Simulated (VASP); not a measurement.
All values below come from LDA (Ceperley-Alder, Perdew-Zunger), VASP's LDA PAW potentials (set 64) (plane waves; VASP).

The input files of a VASP run:

File POSCAR:
```
MoTe2 monolayer
1
    3.4759193182     0.0000000000     0.0000000000
   -1.7379596591     3.0102340255     0.0000000000
    0.0000000000     0.0000000000    19.3280715349
Te Mo
2 1
Direct
  0.3333330000   0.6666670000   0.5918720000
  0.3333330000   0.6666670000   0.4081280000
  0.6666670000   0.3333330000   0.5000000000
```

### INCAR
```
ISIF=4
SYSTEM=MoTe2 monolayer
ISMEAR=0
PREC=Normal
LCHARG=.FALSE.
NELM=100   # most electronic steps
SIGMA=0.05   # width (eV)
ALGO=Normal   # blocked Davidson
ENCUT=400
NELMIN=4
LWAVE=.TRUE.
LREAL=.FALSE.
NSW=50
LASPH=.TRUE.   # aspherical one-centre terms
EDIFFG=-0.03
IBRION=2
LMAXMIX=4   # l cut-off of mixed one-centre charges
EDIFF=1E-5   # SCF stop (eV)
```

**KPOINTS**
```
Automatic mesh
0
Gamma
12 12 1
0 0 0
```

POTCAR, in this order: Te Mo_sv (LDA.64 set). Program: vasp_std.

**Question.** What will the output report for the number of irreducible k-points (NKPTS), largest plane-wave count, number of space-group operations, FFT grid (NGX, NGY, NGZ)?

**Answer.** 
- number of irreducible k-points (NKPTS) = 19
- largest plane-wave count = 3702
- number of space-group operations = 12
- FFT grid (NGX, NGY, NGZ) = 18 × 18 × 96

The cell is a sheet with vacuum, built from MoTe2 (2H layered).
